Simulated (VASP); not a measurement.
OSZICAR of a VASP run on Cs (bcc):

### OSZICAR
```
       N       E                     dE             d eps       ncg     rms          rms(c)
DAV:   1     0.473775192463E+02    0.47378E+02   -0.24842E+03   464   0.629E+02
DAV:   2     0.317207069143E+01   -0.44205E+02   -0.43687E+02   560   0.118E+02
DAV:   3    -0.915897348327E+00   -0.40880E+01   -0.40863E+01   496   0.418E+01
DAV:   4    -0.968387393398E+00   -0.52490E-01   -0.52484E-01   856   0.562E+00
DAV:   5    -0.968398047866E+00   -0.10654E-04   -0.10654E-04   568   0.745E-02    0.127E-01
DAV:   6    -0.967826797235E+00    0.57125E-03   -0.13428E-03   816   0.198E-01    0.809E-02
DAV:   7    -0.967792795929E+00    0.34001E-04   -0.24907E-03   704   0.269E-01    0.343E-02
DAV:   8    -0.967827465586E+00   -0.34670E-04   -0.70919E-05   688   0.650E-02    0.362E-03
DAV:   9    -0.967828261917E+00   -0.79633E-06   -0.85290E-07   792   0.476E-03
   1 F= -.96782826E+00 E0= -.96683727E+00  d E =-.967828E+00
       N       E                     dE             d eps       ncg     rms          rms(c)
DAV:   1    -0.103423381521E+01   -0.66406E-01   -0.13220E+00   464   0.741E+00    0.100E+00
DAV:   2    -0.988442277598E+00    0.45792E-01   -0.66927E-02   464   0.162E+00    0.456E-01
DAV:   3    -0.974815783963E+00    0.13626E-01   -0.51436E-02   496   0.135E+00    0.917E-02
DAV:   4    -0.974640526695E+00    0.17526E-03   -0.19613E-04   640   0.127E-01    0.513E-02
DAV:   5    -0.974604952124E+00    0.35575E-04   -0.42000E-05   584   0.509E-02    0.721E-03
DAV:   6    -0.974601830630E+00    0.31215E-05   -0.17069E-06   640   0.119E-02    0.135E-03
DAV:   7    -0.974601839936E+00   -0.93061E-08   -0.19627E-07   416   0.316E-03
   2 F= -.97460184E+00 E0= -.97360584E+00  d E =-.677358E-02
       N       E                     dE             d eps       ncg     rms          rms(c)
DAV:   1    -0.155698431917E+01   -0.58238E+00   -0.12748E+01   464   0.236E+01    0.313E+00
DAV:   2    -0.111626733574E+01    0.44072E+00   -0.65789E-01   488   0.505E+00    0.142E+00
DAV:   3    -0.989314491824E+00    0.12695E+00   -0.47704E-01   480   0.412E+00    0.298E-01
DAV:   4    -0.987628147369E+00    0.16863E-02   -0.21130E-03   544   0.429E-01    0.159E-01
DAV:   5    -0.987409751463E+00    0.21840E-03   -0.30529E-04   568   0.140E-01    0.226E-02
DAV:   6    -0.987390183176E+00    0.19568E-04   -0.98383E-06   616   0.308E-02    0.517E-03
DAV:   7    -0.987390095667E+00    0.87509E-07   -0.17501E-06   616   0.101E-02
   3 F= -.98739010E+00 E0= -.98644994E+00  d E =-.195618E-01
       N       E                     dE             d eps       ncg     rms          rms(c)
DAV:   1    -0.355687051458E+01   -0.25695E+01   -0.58897E+01   464   0.529E+01    0.676E+00
DAV:   2    -0.152790554166E+01    0.20290E+01   -0.31923E+00   488   0.108E+01    0.304E+00
DAV:   3    -0.977068095184E+00    0.55084E+00   -0.20532E+00   480   0.851E+00    0.709E-01
DAV:   4    -0.969076511133E+00    0.79916E-02   -0.11552E-02   528   0.102E+00    0.354E-01
DAV:   5    -0.968587054107E+00    0.48946E-03   -0.10461E-03   560   0.270E-01    0.546E-02
DAV:   6    -0.968534774613E+00    0.52279E-04   -0.38604E-05   568   0.584E-02    0.150E-02
DAV:   7    -0.968533805913E+00    0.96870E-06   -0.71378E-06   616   0.205E-02
   4 F= -.96853381E+00 E0= -.96812096E+00  d E =-.705544E-03
       N       E                     dE             d eps       ncg     rms          rms(c)
DAV:   1    -0.253291601418E+01   -0.15644E+01   -0.33418E+01   464   0.351E+01    0.496E+00
DAV:   2    -0.136787277245E+01    0.11650E+01   -0.16672E+00   464   0.841E+00    0.232E+00
DAV:   3    -0.994817755320E+00    0.37306E+00   -0.14887E+00   488   0.744E+00    0.417E-01
DAV:   4    -0.990888505312E+00    0.39293E-02   -0.60451E-03   528   0.693E-01    0.255E-01
DAV:   5    -0.988913982679E+00    0.19745E-02   -0.15953E-03   560   0.321E-01    0.394E-02
DAV:   6    -0.988835769529E+00    0.78213E-04   -0.15023E-04   512   0.938E-02    0.112E-02
DAV:   7    -0.988830422769E+00    0.53468E-05   -0.29039E-05   544   0.323E-02    0.548E-03
DAV:   8    -0.988830599670E+00   -0.17690E-06   -0.28373E-07   416   0.448E-03
   5 F= -.98883060E+00 E0= -.98793510E+00  d E =-.210023E-01
```

Question: Which electronic solver shows in the log?

Answer: It is blocked Davidson (ALGO = Normal, or the opening steps of other solvers). The INCAR had ALGO = Normal.

Question: Can the final energy be trusted as converged?

Answer: Self-consistency was reached. It stopped with EDIFF = 1E-6, NELM = 100, NSW = 60 and EDIFFG = -0.01 after 5 ionic steps (LDA (Ceperley-Alder, Perdew-Zunger), plane waves, VASP's LDA PAW potentials (set 64)). Energy and stress use the plane-wave basis of the starting cell.

The compound is Cs in the bcc structure. This run relaxes it. Symmetry was kept, so distortions that lower it aren't found.
